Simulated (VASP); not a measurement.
Here is a VASP 6.6.1 calculation.

Contents of INCAR:

```
PREC = Accurate
ENCUT = 600
EDIFF = 1E-6
ISMEAR = 0
SIGMA = 0.03
LREAL = F
LASPH = T
NELM = 80
ALGO = Normal
ISIF = 3
LWAVE = F
LCHARG = F
GGA = PS
IBRION = 2
NSW = 90
EDIFFG = -0.01
KPAR = 4
```

File KPOINTS:

```
regular mesh
0
Gamma
  6 6 6
```

Contents of POSCAR:

```
Ti4Hg3PbO12
1.0
   -3.8641500000      3.8641500000      3.8641500000
    3.8641500000     -3.8641500000      3.8641500000
    3.8641500000      3.8641500000     -3.8641500000
Pb Hg Ti O
1 3 4 12
Direct
    0.0000000000      0.0000000000      0.0000000000
    0.0000000000      0.5000000000      0.5000000000
    0.5000000000      0.0000000000      0.5000000000
    0.5000000000      0.5000000000      0.0000000000
    0.5000000000      0.5000000000      0.5000000000
    0.0000000000      0.0000000000      0.5000000000
    0.5000000000      0.0000000000      0.0000000000
    0.0000000000      0.5000000000      0.0000000000
    0.9245000000      0.2090000000      0.7155000000
    0.0755000000      0.7910000000      0.2845000000
    0.4935000000      0.2090000000      0.2845000000
    0.5065000000      0.7910000000      0.7155000000
    0.7155000000      0.9245000000      0.2090000000
    0.2845000000      0.0755000000      0.7910000000
    0.2845000000      0.4935000000      0.2090000000
    0.7155000000      0.5065000000      0.7910000000
    0.2090000000      0.7155000000      0.9245000000
    0.7910000000      0.2845000000      0.0755000000
    0.2090000000      0.2845000000      0.4935000000
    0.7910000000      0.7155000000      0.5065000000
```

Potentials or basis: VASP PAW PBE potentials, release 64 (Pb_d, Hg, Ti_sv, O).

The run is started by

```bash
$ cat potpaw_PBE.64/Pb_d/POTCAR potpaw_PBE.64/Hg/POTCAR potpaw_PBE.64/Ti_sv/POTCAR potpaw_PBE.64/O/POTCAR > POTCAR
$ mpirun -np 4 vasp_std > vasp.out
```

Predict the relaxed volume.

11.47 Å³/atom.

What does it give for the relaxed cell?

a = 6.680 Å, b = 6.680 Å, c = 6.680 Å, α = 109.47°, β = 109.47°, γ = 109.47°.

Final structure:
```
CELL_PARAMETERS angstrom
-3.85688 3.85688 3.85688
3.85688 -3.85688 3.85688
3.85688 3.85688 -3.85688
ATOMIC_POSITIONS crystal
Pb 0.00000 0.00000 0.00000
Hg 0.00000 0.50000 0.50000
Hg 0.50000 0.00000 0.50000
Hg 0.50000 0.50000 0.00000
Ti 0.50000 0.50000 0.50000
Ti 0.00000 0.00000 0.50000
Ti 0.50000 0.00000 0.00000
Ti 0.00000 0.50000 0.00000
O 0.92190 0.20646 0.71544
O 0.07810 0.79354 0.28456
O 0.49102 0.20646 0.28456
O 0.50898 0.79354 0.71544
O 0.71544 0.92190 0.20646
O 0.28456 0.07810 0.79354
O 0.28456 0.49102 0.20646
O 0.71544 0.50898 0.79354
O 0.20646 0.71544 0.92190
O 0.79354 0.28456 0.07810
O 0.20646 0.28456 0.49102
O 0.79354 0.71544 0.50898
```

Caveat: the PAW data sets were made with another functional, which shifts forces and pressure a little.
